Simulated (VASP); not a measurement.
Computed with PBE GGA with D4 dispersion, VASP's PBE PAW potentials (set 64) (plane waves; VASP 6.6.1).

VASP input:

### INCAR
```
NELM=100
LCHARG=.FALSE.
PREC=Accurate
LMAXMIX=4   # l cut-off of mixed one-centre charges
NSW=30
GGA=PE   # PBE
ISIF=4   # ions and shape, fixed volume
IVDW=13
IBRION=2   # conjugate gradients
ALGO=Normal   # blocked Davidson
EDIFF=1E-7
SYSTEM=SnO2
ISMEAR=0   # Gaussian
LWAVE=.FALSE.
LREAL=.FALSE.   # projection in real space or not
LASPH=.TRUE.   # aspherical one-centre terms
EDIFFG=-0.01   # ionic stop
SIGMA=0.05
ENCUT=520   # plane-wave cut-off (eV)
```

POSCAR:
```
SnO2
1.0
  4.8848342151   0.0000000000   0.0000000000
  0.0000000000   4.8848342151   0.0000000000
  0.0000000000   0.0000000000   3.2969903874
Sn O
2 4
Cartesian
  0.0000000000   0.0000000000   3.2969903874
  2.4424171075   2.4424171075   1.6484951937
  1.4956738920   1.4956738920   0.0000000000
  3.9380909996   0.9467432155   1.6484951937
  0.9467432155   3.9380909996   1.6484951937
  3.3891603231   3.3891603231   3.2969903874
```

KPOINTS:
```
Automatic mesh
0
Gamma
5 5 7
0 0 0
```

POTCAR, in this order: Sn_d O (PBE.64 set). Program: vasp_std.

Problem. What will the output report for the number of irreducible k-points (NKPTS), largest plane-wave count, number of space-group operations, FFT grid (NGX, NGY, NGZ)?

Solution. 
```
Quantity                                      Result
--------------------------------------  ------------
number of irreducible k-points (NKPTS)            24
largest plane-wave count                        2132
number of space-group operations                  16
FFT grid (NGX, NGY, NGZ)                36 × 36 × 28
```

The compound is SnO2 in the rutile structure. This cell is one point of a volume scan, at 1.06 of the reference volume. Symmetry was kept, so distortions that lower it aren't found.
